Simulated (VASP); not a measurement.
# Fe: Fe into a neighbouring Fe vacancy, part 5 of 5

How hard is this move in Fe: Fe into a neighbouring Fe vacancy? Both ends are relaxed first, then a band of images between them.

VASP 6.6.1, plane waves and PAW; the level of theory is named at each step.

Still holding for the runs below: The magnetic state follows from one typed start and may not be the lowest.

So far. Step 4 (Relax the start): The run ended after 10 ionic steps, 0.494 eV below its first step, once the forces on the free atoms met EDIFFG = -0.05. Step 5 (Relax the end): The run ended after 9 ionic steps, 0.534 eV below its first step, once the forces on the free atoms met EDIFFG = -0.05.

## (6) Nudged elastic band (continued)

Level of this step: PBEsol, spin-polarised from a ferromagnetic start; plane waves and PAW (Fe) (VASP).

Parts of OUTCAR (step 6):

```text
   NELECT =     424.0000    total number of electrons

  tangential force (eV/A)        -0.771535
  left and right image   0.596033  0.594317 A

  tangential force (eV/A)        -0.781602
  left and right image   0.598586  0.596993 A

 E-fermi :   6.0821

 spin component 1
 k-point     1 :       0.2500    0.2500    0.2500
  band No.  band energies     occupation
    ...
    265       6.0426      0.71465
    266       6.0455      0.70021
    267       6.0455      0.70001
    268       6.0819      0.50122
    269       6.0820      0.50078
    270       6.1172      0.30801
    271       6.1289      0.25010
    272       6.1290      0.24948
    273       6.1520      0.14925
    274       6.1521      0.14901
    ...

 k-point     2 :      -0.2500    0.2500    0.2500
  band No.  band energies     occupation
    ...
    263       6.0047      0.87904
    264       6.0388      0.73345
    265       6.0540      0.65579
    266       6.0547      0.65224
    267       6.0740      0.54565
    268       6.0889      0.46195
    269       6.1099      0.34632
    270       6.1213      0.28740
    271       6.1312      0.23921
    272       6.1374      0.21043
    ...

 POSITION                                       TOTAL-FORCE (eV/Angst)
 -----------------------------------------------------------------------------------
      2.83952     -0.03106     -0.03561        -0.037481      0.008378      0.010164
      5.55274      8.34324      8.33880        -0.025424     -0.008838     -0.008349
     -0.02802      2.83621     -0.03542         0.009428     -0.037415      0.009074
     -0.02793     -0.03094      2.83142         0.009024      0.009149     -0.037604
      1.03424      1.03087      1.02622         0.448084      0.450932      0.448196
      2.74974      2.74643     -0.00340         0.031759      0.033371     -0.055985
      2.74934      0.00133      2.74178         0.034259     -0.054680      0.034656
      4.14852      1.37962      1.37530        -0.011789     -0.007616     -0.008527
      5.56170      2.77740      8.33642         0.005755     -0.015461     -0.006912
      5.56185      8.34068      2.77308         0.004106     -0.006593     -0.015669
      6.92587      1.39094      1.38638         0.052067     -0.044449     -0.045114
     -0.00099      5.54940      8.33880        -0.008878     -0.023136     -0.008707
      0.00448      2.74613      2.74158        -0.055827      0.033373      0.035645
      1.38268      4.14535      1.37528        -0.008548     -0.012509     -0.010311
      2.78006      5.55901      8.33652        -0.014151      0.004543     -0.007786
     -0.00108      8.34325      5.54490        -0.007949     -0.008170     -0.022165
      1.38268      1.37962      4.14101        -0.009039     -0.007802     -0.013385
      2.73816      2.73500      2.73041         0.006646      0.006305      0.007618
      4.16243      4.15975      1.37580        -0.010106     -0.010410     -0.018168
      5.57550      5.57273      8.34739        -0.005515     -0.006021     -0.013726
      2.78014      8.34070      5.55461        -0.014759     -0.006886      0.004944
      4.16240      1.38005      4.15515        -0.008368     -0.017643     -0.008048
      5.54477      2.77907      2.77461        -0.010747     -0.016338     -0.015308
      6.94827      4.17810      1.39071        -0.011883     -0.011223     -0.012807
[...]
-----------------------------------------------------------------------------------
    total drift:                                0.044366      0.118157      0.235491

  FREE ENERGIE OF THE ION-ELECTRON SYSTEM (eV)
  ---------------------------------------------------
  free  energy   TOTEN  =      -469.5827747734 eV

  energy  without entropy=     -469.4962051480  energy(sigma->0) =     -469.55391823

  tangential force (eV/A)        -0.794599
  left and right image   0.602329  0.600947 A

[... 6 parts as in an earlier step ...]

[... 9 further parts left out ...]
```

The path, image by image:

```csv
image,path (A),energy (eV),"Fe5: x, y, z (Å)"
0,0.000,0.0000,"1.349, 1.347, 1.344"
1,0.602,0.4305,"1.034, 1.031, 1.026"
2,1.203,0.5408,"0.697, 0.694, 0.689"
3,1.804,0.4288,"0.360, 0.357, 0.352"
4,2.407,0.0002,"0.045, 0.039, 0.037"
```

This step gave:

```yaml
electronic_cycles: 113
path_length: 2.407 Å
barrier: 0.5408 eV
barrier_in_the_reverse_direction: 0.5406 eV
barrier_from_a_spline_through_the_images: 0.5428 eV
reaction_energy: 2.07e-4 eV
```

What the program prints for this run, and its count of cycles, belong to image 1; the force that counts for the threshold is the band's, across the path.

## (7) Results

| Property | Result |
| --- | --- |
| hop | Fe into a neighbouring Fe vacancy |
| barrier | 0.541 eV |
| barrier in the reverse direction | 0.541 eV |
| barrier from a spline through the images | 0.543 eV |
| reaction energy | 2.1e-4 eV |
| path length | 2.41 Å |

In words: The barrier is 0.54 eV forwards and 0.54 eV backwards. With an attempt frequency of 10¹³ per second, taken as a typical value, this barrier gives about 10^4 hops a second at 300 K. Both ends are alike and an image sits at the midpoint, which is the saddle if the path is symmetric. The band met its force threshold after 7 steps. Cell and mesh are small and were not tested. The band started on a straight line, so other routes may lie lower.

[Lines on the potential files, build, host, timing and source positions are cut from VASP's logs without a mark.]

[Logs are printed without paths, hosts, clocks, repeated set-up lines and the standing remarks that a program may print on its own settings, such as how far it seeks lower states.]

[Hosts, paths, dates, database ids (printed as entryN), source tags and the programs' standing remarks are cut or masked in the printed files.]

[Runs that stopped without an error message from VASP are left out.]
